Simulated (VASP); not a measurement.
Here is a VASP 6.6.1 calculation.

File INCAR:

```
PREC = Accurate ; ENCUT = 520
EDIFF = 1E-7 ; ISMEAR = -1
SIGMA = 0.05 ; LREAL = False
LASPH = True ; NELM = 100
ALGO = Normal ; ISIF = 2
LWAVE = False ; LCHARG = False
GGA = PE ; NBANDS = 24
```

Contents of KPOINTS:

```
regular mesh
0
Gamma
  6 6 6
```

File POSCAR:

```
CaScC3
1.0
    4.2507900000      0.0000000000      0.0000000000
    0.0000000000      4.2507900000      0.0000000000
    0.0000000000      0.0000000000      4.2507900000
Ca Sc C
1 1 3
Direct
    0.5000000000      0.5000000000      0.5000000000
    0.0000000000      0.0000000000      0.0000000000
    0.5000000000      0.0000000000      0.0000000000
    0.0000000000      0.5000000000      0.0000000000
    0.0000000000      0.0000000000      0.5000000000
```

Potentials or basis: VASP PAW PBE potentials, release 64 (Ca_sv, Sc_sv, C).

Run with:

```bash
$ cat potpaw_PBE.64/Ca_sv/POTCAR potpaw_PBE.64/Sc_sv/POTCAR potpaw_PBE.64/C/POTCAR > POTCAR
$ mpirun -np 1 vasp_std > vasp.out
```

Question: Estimate the pressure.

Answer: 0.2 GPa.

Question: Estimate the band gap on the k mesh.

Answer: None (metal or under the smearing width).
